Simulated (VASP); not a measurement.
Data:

```
CELL_PARAMETERS angstrom
      3.83233     0.00000     0.00000
     -1.91616     3.31890     0.00000
      0.00000     0.00000    18.79828
ATOMIC_POSITIONS crystal
  Zn 0.33333 0.66667 0.83326
  Zn 0.66667 0.33333 0.33326
  Zn 0.66667 0.33333 0.66686
  Zn 0.33333 0.66667 0.16686
  Zn 0.00000 0.00000 0.49994
  Zn 0.00000 0.00000 0.99994
  S  0.33333 0.66667 0.95812
  S  0.66667 0.33333 0.45812
  S  0.66667 0.33333 0.79171
  S  0.33333 0.66667 0.29171
  S  0.00000 0.00000 0.62511
  S  0.00000 0.00000 0.12511
```

Level of theory: PBEsol GGA, VASP's PBE PAW potentials (set 64) (plane waves; VASP). Numerical set-up: 300 eV cut-off, 9×9×2 Γ-centred mesh, Gaussian smearing of 0.010 eV, potentials Zn S.

At this cut-off the stress carries a Pulay error, which pulls relaxed volumes low.

### Question
Estimate the energy per atom (σ→0), pressure, band gap (on the k-mesh) with the smallest direct gap where there is one.

### Answer

- band gap (on the k-mesh) = 1.95 eV
- smallest direct gap (on the k-mesh) = 1.95 eV
- energy per atom (σ→0) = -3.786 eV/atom
- pressure = -2.68 GPa

Total energies compare only between runs with the same potentials, cut-off and functional.

The structure comes from a computed database's ZnS entry; how it stands against other phases isn't given here. The cell was not relaxed at this level.
